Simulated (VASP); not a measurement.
Output of a VASP run:

OUTCAR:
```
 ion  position               nearest neighbor table
   1  0.000  0.000  0.000-
  LATTYP: Found a body centered cubic cell.
 ALAT       =     6.1000000000
 Subroutine PRICEL returns:
 Original cell was already a primitive cell.
 Subroutine GETGRP returns: Found 48 space group operations
The static configuration has the point symmetry O_h .
The dynamic configuration has the point symmetry O_h .
 Subroutine INISYM returns: Found 48 space group operations
 Subroutine IBZKPT returns following result:
 Found     29 irreducible k-points:

 Following reciprocal coordinates:
            Coordinates               Weight
  0.000000  0.000000  0.000000      1.000000
  0.125000  0.000000  0.000000     12.000000
  0.250000  0.000000  0.000000     12.000000
  0.375000  0.000000  0.000000     12.000000
  0.500000  0.000000  0.000000      6.000000
  0.125000  0.125000  0.000000     24.000000
  0.250000  0.125000  0.000000     48.000000
  0.375000  0.125000  0.000000     48.000000
  0.250000  0.250000  0.000000     24.000000
  0.375000  0.250000 -0.000000     24.000000
  0.125000  0.125000  0.125000      8.000000
  0.250000  0.125000  0.125000     24.000000
  0.375000  0.125000  0.125000     12.000000
 -0.125000  0.125000  0.125000      6.000000
  0.250000  0.250000  0.125000     24.000000
 -0.250000  0.250000  0.125000     24.000000
 -0.375000  0.375000  0.125000     24.000000
 -0.250000  0.375000  0.125000     24.000000
  0.500000  0.500000  0.125000     12.000000
 -0.375000  0.500000  0.125000     48.000000
 -0.375000 -0.375000  0.125000      8.000000
  0.250000  0.250000  0.250000      2.000000
 -0.250000  0.250000  0.250000      6.000000
 -0.375000  0.375000  0.250000     24.000000
  0.500000  0.500000  0.250000     12.000000
 -0.375000  0.500000  0.250000     24.000000
 -0.375000  0.375000  0.375000      6.000000
  0.500000  0.500000  0.375000     12.000000
  0.500000  0.500000  0.500000      1.000000
   k-points           NKPTS =     29   k-points in BZ     NKDIM =     29   number of bands    NBANDS=      8
   number of dos      NEDOS =    301   number of ions     NIONS =      1
   total plane-waves  NPLWV =  64000
   dimension x,y,z NGX =    40 NGY =   40 NGZ =   40
   dimension x,y,z NGXF=    80 NGYF=   80 NGZF=   80
   ions per type =               1
   PREC   = accura    normal or accurate (medium, high low for compatibility)
   ISTART =      0    job   : 0-new  1-cont  2-samecut
   ICHARG =      2    charge: 1-file 2-atom 10-const
   ISPIN  =      1    spin polarized calculation?
   LNONCOLLINEAR =      F non collinear calculations
   LSORBIT =      F    spin-orbit coupling
   INIWAV =      1    electr: 0-lowe 1-rand  2-diag
   ENCUT  =  520.0 eV  38.22 Ry    6.18 a.u.   9.82  9.82  9.82*2*pi/ulx,y,z
   NELM   =    100;   NELMIN=  2; NELMDL= -5     # of ELM steps
   EDIFF  = 0.1E-05   stopping-criterion for ELM
   LREAL  =      F    real-space projection
   NLSPLINE    = F    spline interpolate recip. space projectors
   LMAXMIX     =    4 max onsite mixed and CHGCAR
   VOSKOWN=      0    Vosko Wilk Nusair interpolation
   EDIFFG = -.1E-01   stopping-criterion for IOM
   NSW    =     60    number of steps for IOM
   NBLOCK =      1;   KBLOCK =     60    inner block; outer block
   IBRION =      2    ionic relax: 0-MD 1-quasi-New 2-CG
   NFREE  =      1    steps in history (QN), initial steepest desc. (CG)
   ISIF   =      3    stress and relaxation
   ISYM   =      2    0-nonsym 1-usesym 2-fastsym
   TEIN   =    0.0    initial temperature
   TEBEG  =    0.0;   TEEND  =   0.0 temperature during run
   SMASS  =  -3.00    Nose mass-parameter (am)
   PSTRESS=    0.0 pullay stress
   NELECT =       9.0000    total number of electrons
   EFERMI =   0.00;   METHOD = LEGACY
   ISMEAR =     1;   SIGMA  =   0.10  broadening in eV -4-tet -1-fermi 0-gaus
   IALGO  =     38    algorithm
   LDIAG  =      T    sub-space diagonalisation (order eigenvalues)
...
```

### OSZICAR
```
       N       E                     dE             d eps       ncg     rms          rms(c)
DAV:   1     0.579446443587E+02    0.57945E+02   -0.29409E+03   464   0.773E+02
DAV:   2     0.692519252690E+01   -0.51019E+02   -0.49731E+02   648   0.122E+02
DAV:   3     0.211241050805E+01   -0.48128E+01   -0.48128E+01   464   0.468E+01
DAV:   4     0.204523092169E+01   -0.67180E-01   -0.67179E-01   864   0.674E+00
DAV:   5     0.204521863891E+01   -0.12283E-04   -0.12283E-04   600   0.892E-02    0.184E-01
DAV:   6     0.204566835654E+01    0.44972E-03   -0.64956E-04   824   0.151E-01    0.115E-01
DAV:   7     0.204556751835E+01   -0.10084E-03   -0.24823E-03   504   0.284E-01    0.297E-02
DAV:   8     0.204539569160E+01   -0.17183E-03   -0.33744E-04   656   0.817E-02    0.521E-03
DAV:   9     0.204537860192E+01   -0.17090E-04   -0.24781E-05   696   0.191E-02    0.295E-03
DAV:  10     0.204537277225E+01   -0.58297E-05   -0.26639E-05   608   0.198E-02    0.788E-04
DAV:  11     0.204537252544E+01   -0.24681E-06   -0.47103E-07   680   0.345E-03
   1 F= 0.20453725E+01 E0= 0.20463626E+01  d E =0.204537E+01
       N       E                     dE             d eps       ncg     rms          rms(c)
DAV:   1     0.201945855537E+01   -0.25914E-01   -0.50933E-01   464   0.466E+00    0.623E-01
DAV:   2     0.203744038802E+01    0.17982E-01   -0.25637E-02   464   0.101E+00    0.282E-01
DAV:   3     0.204281654162E+01    0.53762E-02   -0.20647E-02   504   0.858E-01    0.587E-02
DAV:   4     0.204283879991E+01    0.22258E-04   -0.82128E-05   584   0.828E-02    0.274E-02
DAV:   5     0.204283580065E+01   -0.29993E-05   -0.19011E-05   592   0.302E-02    0.541E-03
DAV:   6     0.204283836218E+01    0.25615E-05   -0.10772E-06   520   0.955E-03    0.589E-04
DAV:   7     0.204283843966E+01    0.77480E-07   -0.12524E-07   376   0.266E-03
   2 F= 0.20428384E+01 E0= 0.20438310E+01  d E =-.253409E-02
       N       E                     dE             d eps       ncg     rms          rms(c)
DAV:   1     0.182019366436E+01   -0.22264E+00   -0.47806E+00   464   0.145E+01    0.191E+00
DAV:   2     0.198864848450E+01    0.16845E+00   -0.24295E-01   488   0.309E+00    0.863E-01
DAV:   3     0.203814860441E+01    0.49500E-01   -0.18967E-01   488   0.260E+00    0.183E-01
DAV:   4     0.203840582987E+01    0.25723E-03   -0.83263E-04   528   0.270E-01    0.835E-02
DAV:   5     0.203839702897E+01   -0.88009E-05   -0.15287E-04   592   0.869E-02    0.165E-02
DAV:   6     0.203840824869E+01    0.11220E-04   -0.79754E-06   576   0.263E-02    0.222E-03
DAV:   7     0.203840831381E+01    0.65123E-07   -0.11602E-06   576   0.761E-03
   3 F= 0.20384083E+01 E0= 0.20393804E+01  d E =-.696421E-02
       N       E                     dE             d eps       ncg     rms          rms(c)
DAV:   1     0.200364298592E+01   -0.34765E-01   -0.75017E-01   464   0.567E+00    0.757E-01
DAV:   2     0.203020959193E+01    0.26567E-01   -0.38193E-02   464   0.123E+00    0.342E-01
DAV:   3     0.203805913799E+01    0.78495E-02   -0.30250E-02   504   0.104E+00    0.709E-02
DAV:   4     0.203809273548E+01    0.33597E-04   -0.11474E-04   544   0.996E-02    0.344E-02
DAV:   5     0.203808919821E+01   -0.35373E-05   -0.27177E-05   560   0.366E-02    0.648E-03
DAV:   6     0.203809215115E+01    0.29529E-05   -0.13017E-06   504   0.105E-02    0.770E-04
DAV:   7     0.203809229066E+01    0.13952E-06   -0.13845E-07   296   0.270E-03
   4 F= 0.20380923E+01 E0= 0.20390454E+01  d E =-.728023E-02
```

**OUTCAR**
```
------------------------ aborting loop because EDIFF is reached ----------------------------------------
  FORCE on cell =-STRESS in cart. coord.  units (eV):
  Direction    XX          YY          ZZ          XY          YZ          ZX
  --------------------------------------------------------------------------------------
  Total        0.0039975      0.0039975      0.0039975      0.0000000      0.0000000     -0.0000000
  in kB        0.0627316      0.0627316      0.0627316      0.0000000      0.0000000     -0.0000000
  external PRESSURE =       0.0627316 kB  Pullay stress =       0.0000000 kB
  volume of cell :      102.10
      direct lattice vectors                 reciprocal lattice vectors
    -2.944306574  2.944306574  2.944306574     0.000000000  0.169819272  0.169819272
     2.944306574 -2.944306574  2.944306574     0.169819272  0.000000000  0.169819272
     2.944306574  2.944306574 -2.944306574     0.169819272  0.169819272  0.000000000
 POSITION                                       TOTAL-FORCE (eV/Angst)
 -----------------------------------------------------------------------------------
      5.88861      0.00000      0.00000         0.000000     -0.000000     -0.000000
 -----------------------------------------------------------------------------------
    total drift:                                0.000000      0.000000      0.000000
  FREE ENERGIE OF THE ION-ELECTRON SYSTEM (eV)
  ---------------------------------------------------
  free  energy   TOTEN  =         2.0380922907 eV

  energy  without entropy=        2.0409516144  energy(sigma->0) =        2.03904540

 reached required accuracy - stopping structural energy minimisation
```
(Selected blocks of OUTCAR.)

POSCAR:
```
Cs
1
   -3.0500000000     3.0500000000     3.0500000000
    3.0500000000    -3.0500000000     3.0500000000
    3.0500000000     3.0500000000    -3.0500000000
Cs
1
Direct
  0.0000000000   0.0000000000   0.0000000000
```

Reconstruct the remaining input files.

This is not unique; one that fits is the input of the run itself, optB88-vdW, plane waves, VASP's PBE PAW potentials (set 64).

INCAR:
```
SYSTEM = Cs
PREC = Accurate; ENCUT = 520; LREAL = .FALSE.
LASPH = .TRUE.
EDIFF = 1E-6; NELM = 100; ALGO = Normal
LMAXMIX = 4
ISMEAR = 1; SIGMA = 0.1
GGA = BO; LUSE_VDW = .TRUE.; AGGAC = 0.0
PARAM1 = 0.1833333333; PARAM2 = 0.22
IBRION = 2; NSW = 60; ISIF = 3
EDIFFG = -0.01
LWAVE = .FALSE.; LCHARG = .FALSE.
```

KPOINTS:
```
kpoints
0
gamma
8 8 8
0 0 0
```

POTCAR, in this order: Cs_sv (PBE.64 set). Program: vasp_std.

Energy and stress use the plane-wave basis of the starting cell.

The compound is Cs in the bcc structure. This run relaxes it. Symmetry was kept, so distortions that lower it aren't found.
